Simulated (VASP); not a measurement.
# Nd3Hf (Pm-3m) in VASP: runs at scaled volumes

Single points of Nd3Hf at other volumes, in PBE.

All numbers are computed with VASP 6.6.1; they aren't measurements. Logs are shortened: lines on timing, memory, paths and dates and some standing lists are left out, and cuts for length are marked.

## Step 1: The undisturbed crystal

The structure is cubic, space group Pm-3m (No. 221). The conventional cell has a = 5.001 Å, b = 5.001 Å, c = 5.001 Å, α = 90.00°, β = 90.00°, γ = 90.00°. Around Hf (site symmetry m-3m) lie 12 Nd at 3.54 Å. Nd (site symmetry 4/mmm) is surrounded by 4 Hf at 3.54 Å and 8 Nd at 3.54 Å.

The cell comes from a database or a generator and needn't be the stable form of this composition.

## Step 2: Equation of state, PBE, collinear spin, ferromagnetic start, 29.38 Å³/atom (volume scaled by 0.94)

Input file INCAR:

```
SYSTEM = Nd3Hf
PREC     = Accurate       ! precision mode
ENCUT    = 520            ! plane-wave cutoff, eV
EDIFF    = 1E-7           ! SCF threshold, eV
ISMEAR   = -1             ! smearing method
SIGMA    = 0.05           ! smearing width, eV
LREAL    = .False.        ! projectors in reciprocal space
LASPH    = .True.         ! aspherical terms in the spheres
NELM     = 120            ! most SCF steps
ALGO     = Normal         ! electronic algorithm
ISIF     = 2              ! what is computed and relaxed
LWAVE    = .False.        ! write WAVECAR
LCHARG   = .False.        ! write CHGCAR
ISPIN    = 2              ! spin polarisation
MAGMOM   = 0 3 3 3        ! initial moments
LORBIT   = 11             ! projections on sites
LMAXMIX  = 6              ! l up to which the mixer works
GGA      = PE             ! functional
NBANDS   = 38             ! bands
```

Input file KPOINTS:

```
regular mesh
0
Gamma
  6 6 6
  0 0 0
```

Input file POSCAR:

```
Nd3Hf
1.0
    4.8984487446      0.0000000000      0.0000000000
    0.0000000000      4.8984487446      0.0000000000
    0.0000000000      0.0000000000      4.8984487446
Hf Nd
1 3
Direct
    0.0000000000      0.0000000000      0.0000000000
    0.5000000000      0.5000000000      0.0000000000
    0.5000000000      0.0000000000      0.5000000000
    0.0000000000      0.5000000000      0.5000000000
```

Potentials or basis: VASP PAW PBE potentials, release 64 (Hf_pv, Nd).

Launch:

```
$ cat potpaw_PBE.64/Hf_pv/POTCAR potpaw_PBE.64/Nd/POTCAR > POTCAR
$ mpirun -np 1 vasp_std > vasp.out
```

OUTCAR:

```text
SYSTEM = Nd3Hf
   PREC = Accurate
   ENCUT = 520
   EDIFF = 1E-7
   ISMEAR = -1
   LREAL = .False.
   LASPH = .True.
   NELM = 120
   ISIF = 2
   ISPIN = 2
   LORBIT = 11
   GGA = PE

 Found     20 irreducible k-points:

 Following reciprocal coordinates:
            Coordinates               Weight
  0.000000  0.000000  0.000000      1.000000
  0.166667  0.000000  0.000000      6.000000
  0.333333  0.000000  0.000000      6.000000
  0.500000  0.000000  0.000000      3.000000
  0.166667  0.166667  0.000000     12.000000
  0.333333  0.166667  0.000000     24.000000
   k-points           NKPTS =     20   k-points in BZ     NKDIM =     20   number of bands    NBANDS=     38
   number of dos      NEDOS =    301   number of ions     NIONS =      4
   total plane-waves  NPLWV =  46656
   dimension x,y,z NGX =    36 NGY =   36 NGZ =   36
   dimension x,y,z NGXF=    72 NGYF=   72 NGZF=   72
   ions per type =               1   3
   NGX,Y,Z   is equivalent  to a cutoff of  12.22, 12.22, 12.22 a.u.
   NGXF,Y,Z  is equivalent  to a cutoff of  24.44, 24.44, 24.44 a.u.
 SYSTEM =  Nd3Hf
   PREC   = accura    normal or accurate (medium, high low for compatibility)
   ISTART =      0    job   : 0-new  1-cont  2-samecut
   ICHARG =      2    charge: 1-file 2-atom 10-const
   ISPIN  =      2    spin polarized calculation?
   LNONCOLLINEAR =      F non collinear calculations
   LSORBIT =      F    spin-orbit coupling
   LASPH  =      T    aspherical Exc in radial PAW
   ENCUT  =  520.0 eV  38.22 Ry    6.18 a.u.   9.11  9.11  9.11*2*pi/ulx,y,z
   NELM   =    120;   NELMIN=  2; NELMDL= -5     # of ELM steps
   EDIFF  = 0.1E-06   stopping-criterion for ELM
   LREAL  =      F    real-space projection
   EDIFFG = 0.1E-05   stopping-criterion for IOM
   NSW    =      0    number of steps for IOM
   IBRION =     -1    ionic relax: 0-MD 1-quasi-New 2-CG
   NFREE  =      0    steps in history (QN), initial steepest desc. (CG)
   ISIF   =      2    stress and relaxation
   ISYM   =      2    0-nonsym 1-usesym 2-fastsym
   POTIM  = 0.5000    time-step for ionic-motion
   TEBEG  =    0.0;   TEEND  =   0.0 temperature during run
   PSTRESS=    0.0 pullay stress
   NELECT =      52.0000    total number of electrons
   NUPDOWN=      -1.0000    fix difference up-down
   EMIN   =  10.00;   EMAX   =-10.00  energy-range for DOS
   EFERMI =   0.00;   METHOD = LEGACY
   ISMEAR =    -1;   SIGMA  =   0.05  broadening in eV -4-tet -1-fermi 0-gaus
   EFERMI_NEDOS =   21; number of points for ismear=-14 and -15
   IALGO  =     38    algorithm
   IMIX   =      4    mixing-type and parameters
     AMIX     =   0.40;   BMIX     =  1.00
     AMIX_MAG =   1.60;   BMIX_MAG =  1.00
  volume/ion in A,a.u.               =      29.38       198.30
  Fermi-wavevector in a.u.,A,eV,Ry     =   1.247433  2.357307 21.171892  1.556090
  Thomas-Fermi vector in A             =   2.381566
   LORBIT       =     11    0 simple, 1 ext, 2 COOP (PROOUT), +10 PAW based schemes
   GGA     = PE    functional components
   LHFCALC =     F    Hartree Fock is set to
   AEXX    =    0.0000 exact exchange contribution
   IVDW    =     0    specifies the selected vdW correction
   LEPSILON=     F    determine dielectric tensor
   LRPA    =     F    only Hartree local field effects (RPA)
 spin polarized calculation
  energy-cutoff  :      520.00
  volume of cell :      117.54
 maximum number of plane-waves:      3188
   NGX = 19   NGY = 19   NGZ = 19

 number of electron      52.0000027 magnetization       9.4304096

 number of electron      52.0000005 magnetization      11.6309605

 Free energy of the ion-electron system (eV)
  ---------------------------------------------------
  ext. energy  EPLUGINS =         0.00000000
  ---------------------------------------------------
  free energy    TOTEN  =       -28.75071527 eV

  energy without entropy =      -28.65211763  energy(sigma->0) =      -28.70141645

 E-fermi :   5.0055     XC(G=0): -10.4699

 val. band max:        5.0010194625   @ k =   0.5000   0.3333   0.0000
 cond. band min:       5.0083296613   @ k =   0.5000   0.3333   0.3333
 fundamental gap:      0.0073101988
 Fermi energy:         5.0054569275

 spin component 1

 k-point     1 :       0.0000    0.0000    0.0000
  band No.  band energies     occupation
      1     -32.1573      1.00000
      2     -31.9038      1.00000
      3     -31.9038      1.00000
      4     -25.9538      1.00000
      5     -25.9538      1.00000
      6     -25.9538      1.00000
[... 30 lines left out ...]
     37       5.4123      0.00029
     38       5.4534      0.00013

 k-point     2 :       0.1667    0.0000    0.0000
  band No.  band energies     occupation
      1     -32.1430      1.00000
      2     -31.9191      1.00000
      3     -31.9035      1.00000
      4     -25.9536      1.00000
      5     -25.9536      1.00000
      6     -25.9532      1.00000
[... 30 lines left out ...]
     37       5.4062      0.00033
     38       5.4415      0.00016

 k-point     3 :       0.3333    0.0000    0.0000
  band No.  band energies     occupation
      1     -32.1053      1.00000
      2     -31.9583      1.00000
      3     -31.9030      1.00000
      4     -25.9532      1.00000
      5     -25.9532      1.00000
      6     -25.9521      1.00000
[... 30 lines left out ...]
     37       5.3795      0.00056
     38       5.3800      0.00056

 k-point     4 :       0.5000    0.0000    0.0000
  band No.  band energies     occupation
      1     -32.0752      1.00000
      2     -31.9892      1.00000
      3     -31.9027      1.00000
      4     -25.9530      1.00000
      5     -25.9530      1.00000
      6     -25.9515      1.00000
[... 30 lines left out ...]
     37       5.3643      0.00076
     38       5.3788      0.00057

 k-point     5 :       0.1667    0.1667    0.0000
  band No.  band energies     occupation
      1     -32.1291      1.00000
      2     -31.9252      1.00000
      3     -31.9115      1.00000
      4     -25.9539      1.00000
      5     -25.9534      1.00000
      6     -25.9526      1.00000
[... 30 lines left out ...]
     37       5.4034      0.00035
     38       5.4203      0.00025

 k-point     6 :       0.3333    0.1667    0.0000
  band No.  band energies     occupation
      1     -32.0931      1.00000
      2     -31.9592      1.00000
      3     -31.9142      1.00000
      4     -25.9537      1.00000
      5     -25.9530      1.00000
      6     -25.9522      1.00000
[... 30 lines left out ...]
     37       5.3891      0.00047
     38       5.4262      0.00022

 [... further k-points ...]

 spin component 2

 k-point     1 :       0.0000    0.0000    0.0000
  band No.  band energies     occupation
      1     -30.6080      1.00000
      2     -30.3317      1.00000
      3     -30.3317      1.00000
      4     -25.8549      1.00000
      5     -25.8549      1.00000
      6     -25.8549      1.00000
[... 30 lines left out ...]
     37       7.3245      0.00000
     38       7.5310      0.00000

 k-point     2 :       0.1667    0.0000    0.0000
  band No.  band energies     occupation
      1     -30.5923      1.00000
      2     -30.3485      1.00000
      3     -30.3314      1.00000
      4     -25.8547      1.00000
      5     -25.8547      1.00000
      6     -25.8541      1.00000
[... 30 lines left out ...]
     37       7.3423      0.00000
     38       7.4525      0.00000

 k-point     3 :       0.3333    0.0000    0.0000
  band No.  band energies     occupation
      1     -30.5516      1.00000
      2     -30.3912      1.00000
      3     -30.3309      1.00000
      4     -25.8543      1.00000
      5     -25.8543      1.00000
      6     -25.8525      1.00000
[... 30 lines left out ...]
     37       7.3783      0.00000
     38       7.3803      0.00000

 k-point     4 :       0.5000    0.0000    0.0000
  band No.  band energies     occupation
      1     -30.5191      1.00000
      2     -30.4248      1.00000
      3     -30.3306      1.00000
      4     -25.8542      1.00000
      5     -25.8542      1.00000
      6     -25.8517      1.00000
[... 30 lines left out ...]
     37       7.3231      0.00000
     38       7.4144      0.00000

 k-point     5 :       0.1667    0.1667    0.0000
  band No.  band energies     occupation
      1     -30.5773      1.00000
      2     -30.3552      1.00000
      3     -30.3401      1.00000
      4     -25.8548      1.00000
      5     -25.8545      1.00000
      6     -25.8535      1.00000
[... 30 lines left out ...]
     37       7.3773      0.00000
     38       7.4335      0.00000

 k-point     6 :       0.3333    0.1667    0.0000
  band No.  band energies     occupation
      1     -30.5383      1.00000
      2     -30.3923      1.00000
      3     -30.3430      1.00000
      4     -25.8545      1.00000
      5     -25.8542      1.00000
      6     -25.8527      1.00000
[... 30 lines left out ...]
     37       7.3912      0.00000
     38       7.4364      0.00000

 [... further k-points ...]
[... 5 lines left out ...]
  --------------------------------------------------------------------------------------
  -------------------------------------------------------------------------------------
  Total       -0.1430378     -0.1430378     -0.1430378     -0.0000000      0.0000000     -0.0000000
  in kB       -1.9497803     -1.9497803     -1.9497803     -0.0000000      0.0000000     -0.0000000
  external PRESSURE =      -1.9497803 kB  Pullay stress =       0.0000000 kB

 VOLUME and BASIS-vectors are now :
 -----------------------------------------------------------------------------
  energy-cutoff  :      520.00
  volume of cell :      117.54
      direct lattice vectors                 reciprocal lattice vectors
     4.898448745  0.000000000  0.000000000     0.204146262  0.000000000  0.000000000
     0.000000000  4.898448745  0.000000000     0.000000000  0.204146262  0.000000000
     0.000000000  0.000000000  4.898448745     0.000000000  0.000000000  0.204146262

 POSITION                                       TOTAL-FORCE (eV/Angst)
 -----------------------------------------------------------------------------------
      0.00000      0.00000      0.00000         0.000000      0.000000      0.000000
      2.44922      2.44922      0.00000         0.000000      0.000000      0.000000
      2.44922      0.00000      2.44922         0.000000      0.000000      0.000000
      0.00000      2.44922      2.44922         0.000000      0.000000      0.000000
 -----------------------------------------------------------------------------------
    total drift:                                0.000000      0.000000      0.000000

  FREE ENERGIE OF THE ION-ELECTRON SYSTEM (eV)
  ---------------------------------------------------
  free  energy   TOTEN  =       -28.7507152677 eV

  energy  without entropy=      -28.6521176258  energy(sigma->0) =      -28.70141645

 total charge

# of ion       s       p       d       f       tot
--------------------------------------------------
    1        0.422   6.203   1.459   0.000   8.084
    2        2.025   5.337   0.641   3.224  11.227
    3        2.025   5.337   0.641   3.224  11.227
    4        2.025   5.337   0.641   3.224  11.227
--------------------------------------------------
tot          6.497  22.215   3.383   9.671  41.766

 magnetization (x)

# of ion       s       p       d       f       tot
--------------------------------------------------
    1       -0.003   0.054   0.167   0.000   0.217
    2       -0.006  -0.094   0.147   3.158   3.204
    3       -0.006  -0.094   0.147   3.158   3.204
    4       -0.006  -0.094   0.147   3.158   3.204
--------------------------------------------------
tot         -0.023  -0.229   0.607   9.473   9.829
```

Run time: 4.1 min. Hardware: 1 thread of Intel Xeon 6975P-C (Granite Rapids), shared host; peak memory 0.34 GiB.

What came out:

| Quantity | Value |
| --- | --- |
| Free energy | -28.7507 eV |
| Pressure | -0.2 GPa |
| Band gap on the k mesh | none (metal or under the smearing width) |
| Net moment | 11.63 μB per cell |
| Site moments | Hf +0.22; Nd +3.20 μB |
| Valence electrons inside the program's atomic spheres | Hf 8.08; Nd 11.23 |

Caveat: the magnetic or orbital state may not be the lowest; without U or exact exchange the open f shell lies at the Fermi level, which spoils levels, moments and volumes.

[end of part 1 of 2]
